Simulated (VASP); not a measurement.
Input:

```xyz
70
Lattice="9.6498 0.0000 0.0000 0.0000 9.6498 0.0000 0.0000 0.0000 9.7143" Properties=species:S:1:pos:R:3 pbc="T T T"
Sn     0.0000     0.0000     0.0000
Sn     2.4125     2.4125     1.6191
Sn     0.0000     0.0000     3.2381
Sn     2.4125     2.4125     4.8572
Sn     0.0000     0.0000     6.4762
Sn     2.4125     2.4125     8.0953
Sn     0.0000     4.8249     0.0000
Sn     2.4125     7.2374     1.6191
Sn     0.0000     4.8249     3.2381
Sn     2.4125     7.2374     4.8572
Sn     0.0000     4.8249     6.4762
Sn     2.4125     7.2374     8.0953
Sn     4.8249     0.0000     0.0000
Sn     7.2374     2.4125     1.6191
Sn     4.8249     0.0000     3.2381
Sn     7.2374     2.4125     4.8572
Sn     4.8249     0.0000     6.4762
Sn     7.2374     2.4125     8.0953
Sn     4.8086     4.8208     9.6741
Sn     7.2374     7.2374     1.6191
Sn     7.2374     7.2374     4.8572
Sn     4.8348     4.7819     6.5030
Sn     7.2374     7.2374     8.0953
O      1.4812     1.4812     0.0000
O      3.8937     0.9312     1.6191
O      0.9312     3.8937     1.6191
O      3.3437     3.3437     0.0000
O      1.4812     1.4812     3.2381
O      3.8937     0.9312     4.8572
O      0.9312     3.8937     4.8572
O      3.3263     3.3027     3.2065
O      1.4812     1.4812     6.4762
O      3.8937     0.9312     8.0953
O      0.9312     3.8937     8.0953
O      3.3437     3.3437     6.4762
O      1.4812     6.3062     0.0000
O      0.9312     8.7186     1.6191
O      3.3437     8.1686     0.0000
O      1.4812     6.3062     3.2381
O      3.9023     5.7277     4.8862
O      0.9312     8.7186     4.8572
O      3.3437     8.1686     3.2381
O      1.4812     6.3062     6.4762
O      3.8937     5.7561     8.0953
O      0.9312     8.7186     8.0953
O      3.3437     8.1686     6.4762
O      6.3062     1.4812     0.0000
O      8.7186     0.9312     1.6191
O      5.7402     3.8571     1.5814
O      8.1686     3.3437     0.0000
O      6.3062     1.4812     3.2381
O      8.7186     0.9312     4.8572
O      5.7838     3.9430     4.8132
O      8.1686     3.3437     3.2381
O      6.3062     1.4812     6.4762
O      8.7186     0.9312     8.0953
O      5.7561     3.8937     8.0953
O      8.1686     3.3437     6.4762
O      6.3062     6.3062     0.0000
O      8.7186     5.7561     1.6191
O      5.7561     8.7186     1.6191
O      8.1686     8.1686     0.0000
O      6.3499     6.3145     3.2111
O      8.7186     5.7561     4.8572
O      5.7561     8.7186     4.8572
O      8.1686     8.1686     3.2381
O      6.3062     6.3062     6.4762
O      8.7186     5.7561     8.0953
O      5.7561     8.7186     8.0953
O      8.1686     8.1686     6.4762
```

Method: PBE GGA, VASP's PBE PAW potentials (set 64) (plane waves; VASP). Numerical set-up: PREC = Normal, LREAL = Auto, ISYM = 0, EDIFF = 1E-5, 400 eV cut-off, 1×1×1 Γ-centred mesh, Gaussian smearing of 0.050 eV, potentials Sn O.

The supercell is sampled at Γ alone, which is coarse: total energies, pressure and levels can be off, energies of defects by several tenths of an eV.

Problem. The ions are relaxed. Predict the relaxed structure.

Solution. 
```xyz
70
Lattice="9.6498 0.0000 0.0000 0.0000 9.6498 0.0000 0.0000 0.0000 9.7143" Properties=species:S:1:pos:R:3 pbc="T T T"
Sn     9.5955     0.0537     9.7074
Sn     2.4331     2.4211     1.6484
Sn     9.5661     0.0835     3.2569
Sn     2.4287     2.4243     4.8306
Sn     0.0500     9.5983     6.4755
Sn     2.4123     2.4116     8.0935
Sn     0.0038     4.8082     0.0078
Sn     2.2438     7.4049     1.6521
Sn     9.6494     4.8123     3.2392
Sn     2.4296     7.2194     4.8757
Sn     0.0021     4.8310     6.4799
Sn     2.4561     7.1930     8.1284
Sn     4.8408     9.6450     0.0078
Sn     7.1620     2.4868     1.6140
Sn     4.8368     9.6497     3.2391
Sn     7.2147     2.4351     4.8563
Sn     4.8180     9.6472     6.4798
Sn     7.2673     2.3819     8.0611
Sn     4.9928     4.6560     9.5821
Sn     7.2285     7.2165     1.6489
Sn     7.2245     7.2198     4.8307
Sn     4.8192     4.8296     6.3322
Sn     7.2365     7.2360     8.0938
O      1.4840     1.4938     0.0105
O      3.8742     0.9008     1.6124
O      0.9139     3.8674     1.6187
O      3.3361     3.3918     0.0057
O      1.4410     1.4400     3.2408
O      3.8694     0.8961     4.8540
O      0.9286     3.8932     4.8619
O      3.2937     3.3407     3.2323
O      1.4915     1.4641     6.4705
O      3.8811     0.9206     8.1180
O      0.9457     3.8994     8.1016
O      3.3407     3.3326     6.4767
O      1.5634     6.2479     0.0744
O      0.8443     8.8043     1.6146
O      3.4014     8.0850     0.0745
O      1.4990     6.2954     3.2026
O      3.8349     5.8145     4.9057
O      0.9482     8.7010     4.8314
O      3.3535     8.1500     3.2025
O      1.4518     6.3238     6.5257
O      3.9414     5.7072     8.1144
O      0.9539     8.6952     8.1534
O      3.3255     8.1970     6.5255
O      6.2955     1.4858     9.6834
O      8.6549     0.9935     1.5931
O      5.7177     3.9288     1.5538
O      8.1625     3.3540     9.6836
O      6.3209     1.4588     3.2286
O      8.7005     0.9484     4.9119
O      5.8026     3.8531     4.8790
O      8.1917     3.3270     3.2280
O      6.3258     1.4223     6.4776
O      8.7317     0.9170     8.0642
O      5.8085     3.8406     7.9498
O      8.2282     3.3223     6.4780
O      6.2573     6.3125     0.0064
O      8.7481     5.7746     1.6126
O      5.7819     8.7355     1.6188
O      8.1554     8.1646     0.0104
O      6.3081     6.3558     3.2320
O      8.7528     5.7792     4.8542
O      5.7564     8.7212     4.8619
O      8.2091     8.2080     3.2413
O      6.3149     6.3094     6.4772
O      8.7279     5.7674     8.1179
O      5.7497     8.7035     8.1015
O      8.1845     8.1570     6.4707
```

Problem. How much energy does the relaxation gain?

Solution. The energy (σ→0) changes by -22.6 meV/atom, in 24 ionic steps.

The cell is a supercell with a defect, built from SnO2 (rutile): vac_Sn-vac_O. The run is not spin-polarised, so no state with unpaired spins was tried.
